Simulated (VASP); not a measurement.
The system is MgO.

```
CELL_PARAMETERS angstrom
0.00000 2.09230 2.09230
2.09230 0.00000 2.09230
2.09230 2.09230 0.00000
ATOMIC_POSITIONS crystal
Mg 0.00000 0.00000 0.00000
O 0.50000 0.50000 0.50000
```

The cell was built by a generator and needn't be a form met in nature.

Program: VASP 6.6.1. Alike in all runs: task band structure; potentials or basis VASP PAW PBE potentials, release 64 (Mg, O); no spin polarisation; cell as given; cutoff (eV) 520; smearing gaussian 0.02 eV.

Q: Order these runs on this cell by their band gap on the k mesh, lowest first.
A. level HSE06; k mesh 8 × 8 × 8; grid for exact exchange (PRECFOCK) Fast; screening parameter 0.2 1/A
B. level r2SCAN+rVV10; k mesh 12 × 12 × 12
C. level PBE; k mesh 12 × 12 × 12

A: C (4.92 eV), B (5.76 eV), A (6.67 eV).

